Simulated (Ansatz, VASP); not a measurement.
# Na2H2SO: VASP beside Ansatz, part 2 of 2

Wanted: the spread between two codes on one cell, functional and k mesh. The cell is generated by rule, not measured, and may not be a known phase. The cell is taken from a series of runs on this material, whose earlier steps may have relaxed, scaled, displaced or heated it; both programs get it as it stands.

VASP 6.6.1 and Ansatz 0.2.0.

So far: The structure; Ansatz: relaxation of cell and atoms, PBEsol, pair 1; VASP: relaxation of cell and atoms, PBEsol, pair 1.

## (4) Differences

Known differences besides the potentials themselves: fixed occupations in Ansatz, narrow Gaussian smearing in VASP; the data sets hold 32 valence electrons in Ansatz (on its default PAW (the set named soft_2) files) and 28 in VASP; the cutoff is 420 eV in Ansatz and 600 eV in VASP; Ansatz makes its cores anew for this functional, VASP keeps those of its PBE data sets; Ansatz adds a Pulay correction to the stress that steers its cell, VASP none. Total energies have different zeros and are not compared.

The two programs side by side:

```tsv
quantity	Ansatz	VASP	difference
volume (Å³)	83.91	83.63	+0.34 %
edge a after relaxation, in the typed setting (Å)	5.299	5.299	-0.01 %
edge c after relaxation, in the typed setting (Å)	4.282	4.271	+0.24 %
```

## (5) VASP: relaxation of cell and atoms, PBEsol, pair 2

The relaxed volume is the usual yardstick between codes: in a stiff, nearly cubic crystal its relative difference is about their pressure difference at one cell divided by the bulk modulus.

The input, INCAR:

```
SYSTEM = Na2H2SO
PREC = Accurate
ENCUT = 600
EDIFF = 1E-07
NELM = 120
ISMEAR = 0
SIGMA = 0.02
LREAL = .FALSE.
ALGO = Normal
GGA = PS
NBANDS = 20
LORBIT = 11
LWAVE = .FALSE.
LCHARG = .FALSE.
ISIF = 3
IBRION = 2
NSW = 80
EDIFFG = -0.005
LASPH = .TRUE.
GGA_COMPAT = .FALSE.
NELMIN = 4
EFERMI = MIDGAP
KPAR = 2
```

The input, POSCAR:

```
Na2H2SO
1.0
    1.9135700000     -5.9152870000      0.0000000000
    1.9135700000      5.9152870000      0.0000000000
    0.0000000000      0.0000000000      3.7630010000
Na H S O
2 2 1 1
Direct
    0.3194646346      0.6805353654      0.2499998007
    0.6322965395      0.3677034605      0.7499998007
    0.0492213649      0.9507786351      0.2499998007
    0.9909514111      0.0090485889      0.7499998007
    0.8763366004      0.1236633996      0.7499998007
    0.1317294495      0.8682705505      0.2499998007
```

The input, KPOINTS:

```
Automatic mesh
0
Gamma
6 6 6
0 0 0
```

Potentials, in the order of the species: Na_pv, H, S and O (PBE family, release 64).

Run with:

```console
$ mpirun -np 2 vasp_std
```

Numbers of over 12 decimals in the logs are rounded to 6 here.

Output:

```text
[banner, memory and clock lines left out]
running    2 mpi-ranks, on    1 nodes
[...]
[... a notice as in an earlier step ...]

 LDA part: xc-table for (Slater+PW92), standard interpolation
 POSCAR, INCAR and KPOINTS ok, starting setup
[...]
entering main loop
       N       E                     dE             d eps       ncg     rms          rms(c)
DAV:   1     0.267093710979E+03    0.26709E+03   -0.15303E+04  2080   0.163E+03
DAV:   2     0.100878523078E+01   -0.26608E+03   -0.25499E+03  2276   0.414E+02
DAV:   3    -0.264672458555E+02   -0.27476E+02   -0.27121E+02  2564   0.130E+02
DAV:   4    -0.272803090840E+02   -0.81306E+00   -0.81145E+00  2452   0.242E+01
[...]
DAV:  14    -0.246686229180E+02   -0.25878E-05   -0.44706E-06  2352   0.139E-02    0.315E-03
DAV:  15    -0.246686232841E+02   -0.36615E-06   -0.83975E-07  2380   0.616E-03    0.996E-04
DAV:  16    -0.246686233267E+02   -0.42544E-07   -0.18980E-07  2220   0.279E-03
   1 F= -.24668623E+02 E0= -.24668623E+02  d E =-.246686E+02
[... from here on, the cycles between the ionic steps are left out ...]
   2 F= -.24667114E+02 E0= -.24667114E+02  d E =0.150896E-02
   3 F= -.24668913E+02 E0= -.24668913E+02  d E =-.289543E-03
  13 F= -.24669353E+02 E0= -.24669353E+02  d E =-.294647E-04
  14 F= -.24669354E+02 E0= -.24669354E+02  d E =-.302627E-04
  15 F= -.24669362E+02 E0= -.24669362E+02  d E =-.829401E-05
  16 F= -.24669363E+02 E0= -.24669363E+02  d E =-.907148E-05
  17 F= -.24669366E+02 E0= -.24669366E+02  d E =-.272084E-05
  18 F= -.24669373E+02 E0= -.24669373E+02  d E =-.979922E-05
  19 F= -.24669382E+02 E0= -.24669382E+02  d E =-.191318E-04
  20 F= -.24669383E+02 E0= -.24669383E+02  d E =-.194772E-04
  21 F= -.24669386E+02 E0= -.24669386E+02  d E =-.227591E-04
  22 F= -.24669388E+02 E0= -.24669388E+02  d E =-.226089E-05
  23 F= -.24669389E+02 E0= -.24669389E+02  d E =-.326055E-05
  24 F= -.24669389E+02 E0= -.24669389E+02  d E =-.327068E-05
  25 F= -.24669390E+02 E0= -.24669390E+02  d E =-.843017E-06
[...]
trial-energy change:   -0.000001  1 .order   -0.000001   -0.000001   -0.000001
 step:   0.6232(harm=  1.3491)  dis= 0.00022  next Energy=   -24.669393 (dE=-0.383E-05)
 reached required accuracy - stopping structural energy minimisation
```

From OUTCAR (step 5):

```text
  Total       -0.0079245     -0.0033917     -0.0170356      0.0000000      0.0000000      0.0000000
  in kB       -0.1492735     -0.0638886     -0.3208965      0.0000000      0.0000000      0.0000000
  external PRESSURE =      -0.1780195 kB  Pullay stress =       0.0000000 kB

 POSITION                                       TOTAL-FORCE (eV/Angst)
 -----------------------------------------------------------------------------------
      1.90657      2.12755      0.94344         0.000000      0.000252      0.000000
      1.90657     -1.55430      2.83031         0.000000     -0.000859      0.000000
      1.90657      5.33416      0.94344         0.000000      0.004989      0.000000
      1.90657     -5.80770      2.83031         0.000000     -0.002544      0.000000
      1.90657     -4.45520      2.83031         0.000000      0.000471      0.000000
      1.90657      4.35548      0.94344         0.000000     -0.002308      0.000000
 -----------------------------------------------------------------------------------
    total drift:                                0.000000      0.000046      0.000000

  FREE ENERGIE OF THE ION-ELECTRON SYSTEM (eV)
  ---------------------------------------------------
  free  energy   TOTEN  =       -24.6693900033 eV

  energy  without entropy=      -24.6693900033  energy(sigma->0) =      -24.66939000

[... 1 part as in an earlier step ...]

[... 3 further parts left out ...]
[key lines of the parts left out:]
E-fermi :   1.6271
```

The run keeps the 4 symmetry operations of its start, so it cannot find a distortion of lower symmetry.

## (6) Ansatz: relaxation of cell and atoms, PBEsol, pair 2

The same cell, functional, mesh and smearing now go to Ansatz, which takes its cutoff from its data sets.

The cell is taken from a series of runs on this material, whose earlier steps may have relaxed, scaled, displaced or heated it; both programs get it as it stands.

The input, input.yaml:

```yaml
crystal:
  lattice:
    - [1.9135699211, -5.9152871561, 0.0]
    - [1.9135699211, 5.9152871561, 0.0]
    - [0.0, 0.0, 3.7630005475]
  atoms:
    - { symbol: Na, position: [0.3194646641, 0.6805353359, 0.25] }
    - { symbol: Na, position: [0.6322965031, 0.3677034969, 0.75] }
    - { symbol: H, position: [0.0492213666, 0.9507786334, 0.25] }
    - { symbol: H, position: [0.9909514349, 0.0090485651, 0.75] }
    - { symbol: S, position: [0.8763365529, 0.1236634471, 0.75] }
    - { symbol: O, position: [0.1317294783, 0.8682705217, 0.25] }
kpoints:
  mp_grid: { grid: [6, 6, 6] }
hamiltonian:
  xc: pbesol
scf:
  occupations: { method: gaussian, width: 0.02 }
output:
  forces: true
  stress: true
  eigenvalues: true
  write_density: true
  write_potential: true
  elf: true
  volumetric_format: npy
relax:
  adjacent_minimum: "off"
  f_tol: 0.005
  max_steps: 80
  cell: { stress_tol: 0.05 }
```

Run with:

```console
$ ansatz run input.yaml --threads 8 --pin off --max-ram 14336MiB --backend cpu --events-out ev --progress --plain --runs-dir out
```

Output:

```text
[...]
Crystal: 6 atoms, lattice volume = 85.189 Å³
Basis set: ecut = 420 eV, 1673 PW (Γ), exchange–correlation on 90×90×54 points (8 copies of the dense FFT grid, shifted against one another)
Bands: 22, of which v1, the nominal top of the filled ones, is band 16 counted from 1 (15 counted from 0)
Symmetry: 4 space group operations
[...]
k-points: 52 of 216 (time reversal used)
[...]
cell:  # Å, volume = 85.2012 Å³
    - [1.907054, -5.922702, 0.0]
    - [1.907054, 5.922702, 0.0]
    - [0.0, 0.0, 3.771663]
  atoms:
    - { symbol: Na, position: [0.319768, 0.680232, 0.250000] }
    - { symbol: Na, position: [0.631780, 0.368220, 0.75] }
    - { symbol: H, position: [0.049375, 0.950625, 0.250000] }
    - { symbol: H, position: [0.990873, 0.00912682, 0.75] }
    - { symbol: S, position: [0.876449, 0.123551, 0.75] }
    - { symbol: O, position: [0.131755, 0.868245, 0.250000] }
[key lines of the parts left out:]
SCF converged after 6 iterations
Free energy (F): -4431.911939 eV
Fermi energy:    3.462305 eV
P = ⅓ Tr σ = 0.0009 GPa (0.009 kbar)
```

## (7) Side by side

What differs besides the data sets and the points named for the pairs above, as far as they apply: the data sets hold 32 valence electrons in Ansatz (on its default PAW (the set named soft_2) files) and 28 in VASP. Total energies have different zeros and are not compared.

Both answers:

```tsv
quantity	Ansatz	VASP	difference
volume (Å³)	85.20	85.06	+0.17 %
edge a after relaxation, in the typed setting (Å)	6.222	6.211	+0.19 %
edge c after relaxation, in the typed setting (Å)	3.772	3.774	-0.05 %
```

## (8) What came out

```
difference in volume (relaxation of cell and atoms, PBEsol, pair 1)                                        : 0.34 %
difference in edge a after relaxation, in the typed setting (relaxation of cell and atoms, PBEsol, pair 2) : 0.19 %
```

The difference in volume is 0.34 % (relaxation of cell and atoms, PBEsol, pair 1), within the 1.2 % picked in this series as the mark of a large difference, as far as the stopping tolerances let one tell. The data sets hold unlike numbers of valence electrons (32 in Ansatz and 28 in VASP), so part of the differences comes from the potentials. Such differences can come from data sets, numerical settings and the points named under the comparisons, not from the functional's error against experiment.

[Lines on the potential files, build, host, timing and source positions are cut from VASP's logs without a mark.]

[Logs are printed without paths, hosts, clocks, repeated set-up lines and the standing remarks that a program may print on its own settings, such as how far it seeks lower states.]

[Hosts, paths, dates, database ids (printed as entryN), source tags and the programs' standing remarks are cut or masked in the printed files.]
